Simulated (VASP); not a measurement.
## 1T-PtSe2 monolayer under biaxial strain

Aim: strain 1T-PtSe2 monolayer in both directions of its plane and follow energy, thickness and gap.

Main program and level: VASP 6.6.1; PBE with D3(BJ); plane waves and PAW (Pt, Se), in the first sound run; inputs show where later runs differ.

### Step 1. The starting structure

The cell holds 3 atoms: 1 Pt and 2 Se. Cell: a = 3.750 Å, b = 3.750 Å, c = 22.000 Å, α = 90.0°, β = 90.0°, γ = 120.0°. Vacuum lies along c.

As a file:

```xyz
3
Lattice="3.7500 0.0000 0.0000 -1.8750 3.2476 0.0000 0.0000 0.0000 22.0000" Properties=species:S:1:pos:R:3
Pt    0.0000    0.0000   11.0000
Se    0.0000    2.1651    9.7000
Se    1.8750    1.0825   12.3000
```

### Step 2. Relaxing the monolayer

The sheet's cell relaxes in its plane with the atoms, while the vacuum is kept.

The input, INCAR:

```
SYSTEM = PtSe2
PREC = Normal
ENCUT = 350
EDIFF = 1E-06
NELM = 120
ISMEAR = 0
SIGMA = 0.03
LREAL = .FALSE.
ALGO = Normal
GGA = PE
IVDW = 12
NBANDS = 17
LASPH = .TRUE.
LORBIT = 11
LWAVE = .FALSE.
LCHARG = .FALSE.
KPAR = 4
IBRION = 2
NSW = 50
ISIF = 3
EDIFFG = -0.015
POTIM = 0.4
IDIPOL = 3
LDIPOL = .TRUE.
DIPOL = 0.5 0.5 0.5
LATTICE_CONSTRAINTS = .TRUE. .TRUE. .FALSE.
```

The input, POSCAR:

```
PtSe2
1.0
    3.7500000000      0.0000000000      0.0000000000
   -1.8750000000      3.2475952642      0.0000000000
    0.0000000000      0.0000000000     22.0000000000
Pt Se
1 2
Direct
    0.0000000000      0.0000000000      0.5000000000
    0.3333333333      0.6666666667      0.4409090909
    0.6666666667      0.3333333333      0.5590909091
```

The input, KPOINTS:

```
Automatic mesh
0
Gamma
9 9 1
0 0 0
```

The projector-augmented-wave data sets are Pt and Se (PBE family, release 64).

Launch:

```bash
mpirun -np 4 vasp_std
```

What it wrote:

```text
[banner, memory and clock lines left out]
running    4 mpi-ranks, on    1 nodes
 distrk:  each k-point on    1 cores,    4 groups
 distr:  one band on    1 cores,    1 groups

 POSCAR found type information on POSCAR PtSe
 POSCAR found :  2 types and       3 ions
 LDA part: xc-table for (Slater+PW92), standard interpolation
 POSCAR, INCAR and KPOINTS ok, starting setup
 FFT: planning ... GRIDC
 FFT: planning ... GRID_SOFT
 FFT: planning ... GRID
 WAVECAR not read
 entering main loop
       N       E                     dE             d eps       ncg     rms          rms(c)
DAV:   1     0.147447829106E+03    0.14745E+03   -0.59745E+03   408   0.689E+02
DAV:   2    -0.771954100728E+00   -0.14822E+03   -0.14257E+03   635   0.151E+02
DAV:   3    -0.149371940563E+02   -0.14165E+02   -0.14096E+02   482   0.600E+01
DAV:   4    -0.151446554712E+02   -0.20746E+00   -0.20728E+00   557   0.835E+00
DAV:   5    -0.151476505265E+02   -0.29951E-02   -0.29946E-02   527   0.942E-01    0.120E+01
DAV:   6    -0.145072844186E+02    0.64037E+00   -0.49222E+00   449   0.201E+01    0.677E+00
DAV:   7    -0.143415301267E+02    0.16575E+00   -0.13731E+00   450   0.112E+01    0.313E+00
DAV:   8    -0.142979368282E+02    0.43593E-01   -0.10195E-01   522   0.301E+00    0.713E-01
DAV:   9    -0.142944505866E+02    0.34862E-02   -0.24975E-02   546   0.132E+00    0.202E-01
DAV:  10    -0.142946301277E+02   -0.17954E-03   -0.14250E-03   540   0.253E-01    0.163E-01
DAV:  11    -0.142948456664E+02   -0.21554E-03   -0.24644E-04   527   0.143E-01    0.980E-02
DAV:  12    -0.142947705199E+02    0.75146E-04   -0.37640E-04   528   0.178E-01    0.468E-02
DAV:  13    -0.142947670677E+02    0.34522E-05   -0.24587E-05   451   0.292E-02    0.251E-02
DAV:  14    -0.142948037254E+02   -0.36658E-04   -0.84047E-05   437   0.388E-02    0.325E-02
DAV:  15    -0.142948177924E+02   -0.14067E-04   -0.68867E-06   517   0.158E-02    0.161E-02
DAV:  16    -0.142948522147E+02   -0.34422E-04   -0.32358E-06   413   0.683E-03    0.158E-02
DAV:  17    -0.142948697448E+02   -0.17530E-04   -0.26983E-06   425   0.111E-02    0.568E-03
DAV:  18    -0.142948878268E+02   -0.18082E-04   -0.28236E-06   436   0.846E-03    0.356E-03
DAV:  19    -0.142948907258E+02   -0.28990E-05   -0.12718E-07   437   0.201E-03    0.335E-03
DAV:  20    -0.142948933436E+02   -0.26178E-05   -0.30681E-07   405   0.258E-03    0.579E-04
DAV:  21    -0.142948941104E+02   -0.76680E-06   -0.34602E-08   424   0.105E-03
   1 F= -.15173647E+02 E0= -.15173647E+02  d E =-.151736E+02
 curvature:   0.00 expect dE= 0.000E+00 dE for cont linesearch  0.000E+00
 trial: gam= 0.00000 g(F)=  0.350E-05 g(S)=  0.197E-01 ort = 0.000E+00 (trialstep = 0.100E+01)
 search vector abs. value=  0.197E-01
 bond charge predicted
       N       E                     dE             d eps       ncg     rms          rms(c)
DAV:   1    -0.143487911802E+02   -0.53898E-01   -0.18139E+00   427   0.103E+01    0.173E+00
DAV:   2    -0.142917474203E+02    0.57044E-01   -0.22772E-01   501   0.460E+00    0.812E-01
DAV:   3    -0.142808860836E+02    0.10861E-01   -0.23094E-02   472   0.140E+00    0.364E-01
DAV:   4    -0.142783748269E+02    0.25113E-02   -0.11884E-02   501   0.643E-01    0.165E-01
DAV:   5    -0.142784366152E+02   -0.61788E-04   -0.42882E-04   455   0.173E-01    0.999E-02
DAV:   6    -0.142784530496E+02   -0.16434E-04   -0.22771E-04   493   0.123E-01    0.176E-02
DAV:   7    -0.142784528754E+02    0.17422E-06   -0.13150E-05   530   0.328E-02    0.489E-03
DAV:   8    -0.142784541000E+02   -0.12246E-05   -0.22430E-06   405   0.880E-03    0.140E-03
DAV:   9    -0.142784545341E+02   -0.43413E-06   -0.31785E-07   427   0.329E-03
   2 F= -.15178120E+02 E0= -.15178120E+02  d E =-.447319E-02
[...]
3 F= -.15180115E+02 E0= -.15180115E+02  d E =-.646792E-02
[...]
4 F= -.15182223E+02 E0= -.15182223E+02  d E =-.210798E-02
 ZBRENT: can't locate minimum, use default step
 trial-energy change:   -0.002108  1 .order   -0.002112   -0.002404   -0.001821
 step:   3.7176(harm=  3.8308)  dis= 0.02648  next Energy=   -15.185562 (dE=-0.545E-02)
 bond charge predicted
       N       E                     dE             d eps       ncg     rms          rms(c)
DAV:   1    -0.142940664317E+02   -0.55585E-02   -0.77776E-01   413   0.542E+00    0.599E-01
DAV:   2    -0.142882706549E+02    0.57958E-02   -0.52231E-02   494   0.187E+00    0.244E-01
DAV:   3    -0.142870567998E+02    0.12139E-02   -0.29105E-03   465   0.456E-01    0.116E-01
DAV:   4    -0.142867502177E+02    0.30658E-03   -0.19464E-03   503   0.263E-01    0.655E-02
DAV:   5    -0.142867594725E+02   -0.92548E-05   -0.32714E-05   512   0.373E-02    0.421E-02
DAV:   6    -0.142867629803E+02   -0.35078E-05   -0.23067E-05   506   0.273E-02    0.402E-03
DAV:   7    -0.142867624481E+02    0.53221E-06   -0.13972E-06   436   0.701E-03
   5 F= -.15184965E+02 E0= -.15184965E+02  d E =-.484967E-02
 curvature:  -2.18 expect dE=-0.135E-05 dE for cont linesearch -0.897E-06
 trial: gam=-0.01469 g(F)=  0.570E-06 g(S)=  0.475E-07 ort = 0.348E-04 (trialstep = 0.149E+01)
 search vector abs. value=  0.231E-06
 reached required accuracy - stopping structural energy minimisation
```

Run time: 26 s. Hardware: 4 MPI ranks of AMD EPYC 7R43, shared host; peak memory 0.72 GiB; 100 s of CPU time.

Lines that name or quote the potential files are left out of all logs, and their timing lines are given in words.

OUTCAR, selected parts (step 2):

```text
ion  position               nearest neighbor table
   1  0.000  0.000  0.500-   2 2.53   3 2.53   3 2.53   2 2.53   3 2.53   2 2.53
   2  0.333  0.667  0.441-   1 2.53   1 2.53   1 2.53
   3  0.667  0.333  0.559-   1 2.53   1 2.53   1 2.53

  LATTYP: Found a hexagonal cell.
 ALAT       =     3.7500000000
 C/A-ratio  =     5.8666666667

 Subroutine GETGRP returns: Found 12 space group operations
 (whereof 12 operations were pure point group operations)

The static configuration has the point symmetry D_3d.

 Found     12 irreducible k-points:

   k-points           NKPTS =     12   k-points in BZ     NKDIM =     12   number of bands    NBANDS=     17

   dimension x,y,z NGX =    18 NGY =   18 NGZ =  108
   dimension x,y,z NGXF=    36 NGYF=   36 NGZF=  216

   ENCUT  =  350.0 eV  25.72 Ry    5.07 a.u.   5.72  5.72 33.56*2*pi/ulx,y,z

   NELECT =      22.0000    total number of electrons

 k-points in reciprocal lattice and weights: Automatic mesh
   0.00000000  0.00000000  0.00000000       0.012
   0.11111111 -0.00000000  0.00000000       0.074
   0.22222222 -0.00000000  0.00000000       0.074
   0.33333333  0.00000000  0.00000000       0.074
   0.44444444 -0.00000000  0.00000000       0.074
   0.11111111  0.11111111  0.00000000       0.074
   0.22222222  0.11111111  0.00000000       0.148
   0.33333333  0.11111111  0.00000000       0.148
   0.44444444  0.11111111  0.00000000       0.074
   0.22222222  0.22222222  0.00000000       0.074
   0.33333333  0.22222222  0.00000000       0.148
   0.33333333  0.33333333  0.00000000       0.025

 Edisp (eV)   -0.89371

 dipolmoment           0.000000      0.000000      0.000000 electrons x Angstroem

 average (electrostatic) potential at core
       1 -77.2213       2 -61.1664       3 -61.1664

 E-fermi :  -2.9356

 k-point     1 :       0.0000    0.0000    0.0000
  band No.  band energies     occupation
    ...
      7      -5.9556      2.00000
      8      -4.3844      2.00000
      9      -3.7556      2.00000
     10      -3.0651      2.00000
     11      -3.0651      2.00000
     12      -0.1071      0.00000
     13      -0.1071      0.00000
     14       1.4306      0.00000
     15       2.1264      0.00000
     16       2.5209      0.00000
    ...

 k-point     2 :       0.1111   -0.0000    0.0000
  band No.  band energies     occupation
    ...
      7      -6.0457      2.00000
      8      -4.7728      2.00000
      9      -3.5361      2.00000
     10      -3.1703      2.00000
     11      -3.0690      2.00000
     12      -0.8962      0.00000
     13      -0.2927      0.00000
     14       1.8506      0.00000
     15       2.3284      0.00000
     16       2.8778      0.00000
    ...

 k-point     3 :       0.2222   -0.0000    0.0000
  band No.  band energies     occupation
    ...
      7      -6.1658      2.00000
      8      -5.2697      2.00000
      9      -3.5035      2.00000
     10      -3.3286      2.00000
     11      -3.2933      2.00000
     12      -1.7168      0.00000
     13      -0.5103      0.00000
     14       2.5512      0.00000
     15       2.7086      0.00000
     16       3.0067      0.00000
    ...

 Edisp (eV)   -0.89820

  Total       0.00136     0.00136    -0.07159    -0.00000     0.00000    -0.00000
  in kB       0.00833     0.00833    -0.43907    -0.00000     0.00000    -0.00000
  external pressure =       -0.14 kB  Pullay stress =        0.00 kB

  energy-cutoff  :      350.00
  volume of cell :      261.23
      direct lattice vectors                 reciprocal lattice vectors
     3.702836918  0.000000000  0.000000000     0.270063203  0.155921063  0.000000000
    -1.851418459  3.206750837  0.000000000    -0.000000000  0.311842126  0.000000000
     0.000000000  0.000000000 22.000000000     0.000000000  0.000000000  0.045454545

 POSITION                                       TOTAL-FORCE (eV/Angst)
 -----------------------------------------------------------------------------------
     -0.00000      0.00000     11.00000         0.000000      0.000000      0.000000
     -0.00000      2.13783      9.67335        -0.000000      0.000000     -0.002718
      1.85142      1.06892     12.32665        -0.000000     -0.000000      0.002718
 -----------------------------------------------------------------------------------
    total drift:                                0.000000     -0.000000      0.000000

  FREE ENERGIE OF THE ION-ELECTRON SYSTEM (eV)
  ---------------------------------------------------
  free  energy   TOTEN  =       -15.1849645867 eV

  energy  without entropy=      -15.1849645867  energy(sigma->0) =      -15.18496459

 reached required accuracy - stopping structural energy minimisation

 vacuum level on the upper side and lower side of the slab         2.537         2.537

 total charge
# of ion       s       p       d       tot
------------------------------------------
    1        0.677   0.701   7.996   9.374
    2        1.477   2.250   0.057   3.784
    3        1.477   2.250   0.057   3.784
--------------------------------------------------
tot          3.631   5.201   8.109  16.942

[... 3 further parts left out ...]
```

CONTCAR:

```
PtSe2
   1.00000000000000
     3.7028369179384653    0.0000000000000000    0.0000000000000000
    -1.8514184589692326    3.2067508370136264    0.0000000000000000
     0.0000000000000000    0.0000000000000000   22.0000000000000000
  Pt              Se
     1     2
Direct
     0.0000000000000000    0.0000000000000000    0.5000000000000000
     0.3333333332999970    0.6666666667000030    0.4396979049537152
     0.6666666667000030    0.3333333332999970    0.5603020950462847
```

The gap is read on the k-mesh alone, so it is an upper bound where the band edges lie off the mesh. The run keeps the 12 symmetry operations of its start, so it cannot find a distortion of lower symmetry.

The steps of the relaxation:

| step | energy less that of the first step (eV) | largest force (eV/Å) | pressure (GPa) | volume (Å³) |
| --- | --- | --- | --- | --- |
| 1 | 0.0000 | 0.0067 | -0.36 | 267.93 |
| 2 | -0.0045 | 0.2855 | 0.34 | 261.92 |
| 3 | -0.0065 | 0.1836 | 0.08 | 264.03 |
| 4 | -0.0086 | 0.1382 | 0.06 | 263.33 |
| 5 | -0.0113 | 0.0027 | -0.01 | 261.23 |

| cell as run | before | after | change |
| --- | --- | --- | --- |
| a (Å) | 3.750 | 3.703 | -1.3 % |
| b (Å) | 3.750 | 3.703 | -1.3 % |

The atoms that moved most (Å, along periodic axes as changes of fractional coordinates times the final cell, across vacuum about the mean position):

| atom | dx | dy | dz | length |
| --- | --- | --- | --- | --- |
| Se2 | 0.000 | 0.000 | -0.027 | 0.027 |
| Se3 | 0.000 | 0.000 | 0.027 | 0.027 |

The relaxed structure:

```
Pt Se
1.0
     3.70284    0.00000    0.00000
    -1.85142    3.20675    0.00000
     0.00000    0.00000   22.00000
Pt Se
1 2
Direct
  0.00000 0.00000 0.50000
  0.33333 0.66667 0.43970
  0.66667 0.33333 0.56030
```

This step gave:

* electronic cycles: 50
* electrons: 22
* free energy (TOTEN): -15.18 eV
* Fermi energy: -2.936 eV
* metallic: no
* dipole moment: 0, 0, 0 e·Å
* gap on the k-mesh: 1.348 eV
* least direct gap on the k-mesh: 1.576 eV

The run ended after 5 ionic steps, 0.011 eV below its first step, once forces and stress met EDIFFG = -0.015.

### Step 3. A second relaxation

The plane waves were chosen for the start cell, so the relaxation is repeated from its end.

INCAR, as its differences from that of step 2:

```diff
@@ -18,3 +18,3 @@
 IBRION = 2
-NSW = 50
+NSW = 30
 ISIF = 3
```

The input, POSCAR:

```
PtSe2
1.0
    3.7028369179      0.0000000000      0.0000000000
   -1.8514184590      3.2067508370      0.0000000000
    0.0000000000      0.0000000000     22.0000000000
Pt Se
1 2
Direct
    0.0000000000      0.0000000000      0.5000000000
    0.3333333333      0.6666666667      0.4396979050
    0.6666666667      0.3333333333      0.5603020950
```

KPOINTS is that of step 2.

Launch:

```bash
mpirun -np 4 vasp_std
```

What it wrote:

```text
[... set-up lines as in an earlier step ...]
 entering main loop
       N       E                     dE             d eps       ncg     rms          rms(c)
DAV:   1     0.146643210774E+03    0.14664E+03   -0.60846E+03   408   0.693E+02
DAV:   2    -0.638724003770E+00   -0.14728E+03   -0.14049E+03   607   0.155E+02
DAV:   3    -0.149097045410E+02   -0.14271E+02   -0.14186E+02   517   0.597E+01
DAV:   4    -0.151311500109E+02   -0.22145E+00   -0.22100E+00   549   0.845E+00
DAV:   5    -0.151345805254E+02   -0.34305E-02   -0.34291E-02   534   0.979E-01    0.124E+01
DAV:   6    -0.144852104341E+02    0.64937E+00   -0.47510E+00   446   0.198E+01    0.686E+00
DAV:   7    -0.143355406918E+02    0.14967E+00   -0.13499E+00   457   0.112E+01    0.318E+00
DAV:   8    -0.142869792594E+02    0.48561E-01   -0.10432E-01   505   0.319E+00    0.701E-01
DAV:   9    -0.142841499540E+02    0.28293E-02   -0.26192E-02   562   0.133E+00    0.205E-01
DAV:  10    -0.142842934440E+02   -0.14349E-03   -0.13043E-03   498   0.244E-01    0.185E-01
DAV:  11    -0.142845707848E+02   -0.27734E-03   -0.31860E-04   518   0.161E-01    0.152E-01
DAV:  12    -0.142844982804E+02    0.72504E-04   -0.78211E-04   509   0.249E-01    0.124E-01
DAV:  13    -0.142844419401E+02    0.56340E-04   -0.69808E-05   499   0.516E-02    0.751E-02
DAV:  14    -0.142844243662E+02    0.17574E-04   -0.28365E-05   483   0.251E-02    0.396E-02
DAV:  15    -0.142844432369E+02   -0.18871E-04   -0.32572E-05   431   0.308E-02    0.908E-03
DAV:  16    -0.142844872777E+02   -0.44041E-04   -0.41509E-05   454   0.313E-02    0.285E-02
DAV:  17    -0.142845184067E+02   -0.31129E-04   -0.20369E-06   424   0.596E-03    0.248E-02
DAV:  18    -0.142845370033E+02   -0.18597E-04   -0.17146E-05   508   0.199E-02    0.624E-03
DAV:  19    -0.142845433515E+02   -0.63483E-05   -0.47435E-07   425   0.377E-03    0.247E-03
DAV:  20    -0.142845483270E+02   -0.49755E-05   -0.21814E-07   420   0.243E-03    0.910E-04
DAV:  21    -0.142845517661E+02   -0.34390E-05   -0.94676E-08   398   0.121E-03    0.737E-04
DAV:  22    -0.142845523923E+02   -0.62623E-06   -0.37836E-08   433   0.877E-04
   1 F= -.15182755E+02 E0= -.15182755E+02  d E =-.151828E+02
 curvature:   0.00 expect dE= 0.000E+00 dE for cont linesearch  0.000E+00
 trial: gam= 0.00000 g(F)=  0.478E-06 g(S)=  0.161E-05 ort = 0.000E+00 (trialstep = 0.100E+01)
 search vector abs. value=  0.209E-05
 reached required accuracy - stopping structural energy minimisation
```

Wall time 10 s (4 MPI ranks); peak memory 0.7 GiB.

Parts of OUTCAR (step 3):

```text
  LATTYP: Found a hexagonal cell.
 ALAT       =     3.7028369179
 C/A-ratio  =     5.9413904765

The static configuration has the point symmetry D_3d.

 Found     12 irreducible k-points:

   ENCUT  =  350.0 eV  25.72 Ry    5.07 a.u.   5.65  5.65 33.56*2*pi/ulx,y,z

   NELECT =      22.0000    total number of electrons

 E-fermi :  -2.9296

 k-point     1 :       0.0000    0.0000    0.0000
  band No.  band energies     occupation
    ...
      7      -5.9512      2.00000
      8      -4.3802      2.00000
      9      -3.7515      2.00000
     10      -3.0607      2.00000
     11      -3.0607      2.00000
     12      -0.1028      0.00000
     13      -0.1028      0.00000
     14       1.4411      0.00000
     15       2.1483      0.00000
     16       2.5306      0.00000
    ...

 k-point     2 :       0.1111   -0.0000    0.0000
  band No.  band energies     occupation
    ...
      7      -6.0413      2.00000
      8      -4.7685      2.00000
      9      -3.5321      2.00000
     10      -3.1660      2.00000
     11      -3.0646      2.00000
     12      -0.8919      0.00000
     13      -0.2883      0.00000
     14       1.8645      0.00000
     15       2.3537      0.00000
     16       2.8572      0.00000
    ...

 Edisp (eV)   -0.89820

  Total      -0.00791    -0.00791    -0.08350     0.00000     0.00000    -0.00000
  in kB      -0.04851    -0.04851    -0.51209     0.00000     0.00000    -0.00000
  external pressure =       -0.20 kB  Pullay stress =        0.00 kB

  energy-cutoff  :      350.00
  volume of cell :      261.23
      direct lattice vectors                 reciprocal lattice vectors
     3.702836918  0.000000000  0.000000000     0.270063203  0.155921063  0.000000000
    -1.851418459  3.206750837  0.000000000     0.000000000  0.311842126  0.000000000
     0.000000000  0.000000000 22.000000000     0.000000000  0.000000000  0.045454545

 POSITION                                       TOTAL-FORCE (eV/Angst)
 -----------------------------------------------------------------------------------
      0.00000      0.00000     11.00000         0.000000      0.000000      0.000000
     -0.00000      2.13783      9.67335         0.000000     -0.000000     -0.002490
      1.85142      1.06892     12.32665        -0.000000      0.000000      0.002490
 -----------------------------------------------------------------------------------
    total drift:                               -0.000000      0.000000     -0.000000

  FREE ENERGIE OF THE ION-ELECTRON SYSTEM (eV)
  ---------------------------------------------------
  free  energy   TOTEN  =       -15.1827545311 eV

  energy  without entropy=      -15.1827545311  energy(sigma->0) =      -15.18275453

 vacuum level on the upper side and lower side of the slab         2.486         2.486

 total charge
# of ion       s       p       d       tot
------------------------------------------
    1        0.677   0.701   7.996   9.374
    2        1.477   2.250   0.057   3.783
    3        1.477   2.250   0.057   3.783
--------------------------------------------------
tot          3.631   5.201   8.109  16.941

[... 5 parts as in an earlier step ...]

[... 7 further parts left out ...]
```

CONTCAR:

```
PtSe2
   1.00000000000000
     3.7028369179000000    0.0000000000000000    0.0000000000000000
    -1.8514184590000000    3.2067508370000000    0.0000000000000000
     0.0000000000000000    0.0000000000000000   22.0000000000000000
  Pt              Se
     1     2
Direct
     0.0000000000000000    0.0000000000000000    0.5000000000000000
     0.3333333332999970    0.6666666667000030    0.4396979050000027
     0.6666666667000030    0.3333333332999970    0.5603020949999973
```

Little changed from the start: no atom moved by 0.005 Å and no cell edge by 0.1 %.

This step gave:

* electronic cycles: 22
* Fermi energy: -2.930 eV

The start already met the threshold, so nothing moved.

[end of part 1 of 7]

[Lines on the potential files, build, host, timing and source positions are cut from VASP's logs without a mark.]

[Logs are printed without paths, hosts, clocks, repeated set-up lines and the standing remarks that a program may print on its own settings, such as how far it seeks lower states.]

[Hosts, paths, dates, database ids (printed as entryN), source tags and the programs' standing remarks are cut or masked in the printed files.]

[Runs that stopped without an error message from VASP are left out.]
